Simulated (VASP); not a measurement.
A VASP calculation is set up with these files.

POSCAR:
```
HfB2
1
    1.5536033907    -2.6909202353     0.0000000000
    1.5536033907     2.6909202353     0.0000000000
    0.0000000000     0.0000000000     3.4285897006
Hf B
1 2
Direct
  0.0000000000   0.0000000000   1.0000000000
  0.3333330000   0.6666670000   0.5000000000
  0.6666670000   0.3333330000   0.5000000000
```

KPOINTS:
```
kpoints
0
Gamma
 11 11 9
0 0 0
```

**INCAR**
```
# general
SYSTEM  = HfB2
PREC    = Accurate
ENCUT   = 620
LREAL   = .FALSE.
LASPH   = .TRUE.

# electronic loop
EDIFF   = 1E-6
NELM    = 100
ALGO    = Normal
LMAXMIX = 6

# smearing
ISMEAR  = 1
SIGMA   = 0.1

# functional
GGA     = PS

# ions
IBRION  = 2
NSW     = 40
ISIF    = 3
EDIFFG  = -0.02
PSTRESS = 50

# output
LWAVE   = .FALSE.
LCHARG  = .FALSE.
```

POTCAR, in this order: Hf_pv B (PBE.64 set). Program: vasp_std.

### Question
Translate this PBEsol calculation to Ansatz.

### Answer
One equivalent input (not run):
Ansatz 0.2 input:
```yaml
crystal:
  lattice:
    - [1.5536034, -2.6909202, 0.0000000]
    - [1.5536034, 2.6909202, 0.0000000]
    - [0.0000000, 0.0000000, 3.4285897]
  atoms:
    - { symbol: Hf, position: [0.0000000, 0.0000000, 1.0000000] }
    - { symbol: B, position: [0.3333330, 0.6666670, 0.5000000] }
    - { symbol: B, position: [0.6666670, 0.3333330, 0.5000000] }
kpoints:
  mp_grid: { grid: [11, 11, 9] }
hamiltonian:
  xc: pbesol
  pseudopotentials: { kind: paw }
scf:
  occupations: { method: methfessel_paxton, width: 0.1 }
  max_iter: 100
relax:
  max_steps: 40
  f_tol: 0.02
  cell: { p_target: 5 }
output: { forces: true, stress: true, eigenvalues: true }
```
What does not carry over: each code has its own PAW files, so the cut-off isn't converted (ENCUT is set for VASP's; basis.ecutwfc is left out, and Ansatz then takes the one that its files recommend); Ansatz stops its SCF on the density residual and VASP on the energy change (EDIFF).

The compound is HfB2 in the AlB2 type structure. It was relaxed first under an external pressure of 5 GPa.
